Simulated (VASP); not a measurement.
VASP runs on BeTe (space group F-43m) share one base input (HSE06 screened hybrid, plane waves, VASP's PBE PAW potentials (set 64)) and change the settings named in each case.

KPOINTS:
```
K-points
0
Gamma
 5 5 5
0 0 0
```

POSCAR:
```
BeTe
3.9358160
  0.0000000000   0.7071067347   0.7071067347
  0.7071067347   0.0000000000   0.7071067347
  0.7071067347   0.7071067347   0.0000000000
Be Te
1 1
Cartesian
  0.0000000000   0.0000000000   0.0000000000
  1.0606601020   1.0606601020   1.0606601020
```

INCAR:
```
# general
SYSTEM   = BeTe
PREC     = Accurate
ENCUT    = 300
LREAL    = .False.
LASPH    = .True.
ISYM     = 3

# electronic loop
EDIFF    = 1E-6
NELM     = 100
ALGO     = Normal
LMAXMIX  = 4

# smearing
ISMEAR   = -1
SIGMA    = 0.01

# functional
GGA      = PE
LHFCALC  = .True.
AEXX     = 0.25
HFSCREEN = 0.2
PRECFOCK = Fast

# ions
ISIF     = 2

# output
LWAVE    = .False.
LCHARG   = .False.
```

POTCAR, in this order: Be Te (PBE.64 set). Program: vasp_std.

```tsv
change	E(σ→0) (eV/atom)	pressure (GPa)
base run	-4.3726	2.24
AEXX removed, HFSCREEN removed, ISYM removed, LHFCALC removed, PRECFOCK removed	-3.7879	3.61
HFRCUT = -1, HFSCREEN removed	-4.6518	2.22
KPOINTS 2×2×2 Γ-centred mesh	-3.5618	9.95
KPOINTS 3×3×3 Γ-centred mesh	-4.2212	3.84
KPOINTS 4×4×4 Γ-centred mesh	-4.3439	2.59
KPOINTS 6×6×6 Γ-centred mesh	-4.3801	2.13
ENCUT = 345	-4.3735	2.24
ENCUT = 270	-4.3720	2.24
KPOINTS 3×3×3 Γ-centred mesh	-4.2212	3.84
EDIFF = 1E-08	-4.3726	2.24
```
 Energies of different potentials or functionals have different zeros.  Unless said otherwise, spin-orbit coupling is left out, though it shifts the bands of the heavy elements here.

Left out are runs that ran out of time, are held back, or changed the cell or the kind of run, fixed moments of cells without a moment, rows past the twelfth, gaps on odd meshes, pressures of charged cells and columns that move by less than the noise.

The structure comes from a computed database's BeTe entry; how it stands against other phases isn't given here. The cell was not relaxed at this level, its lattice was scaled by up to 2.5 %.
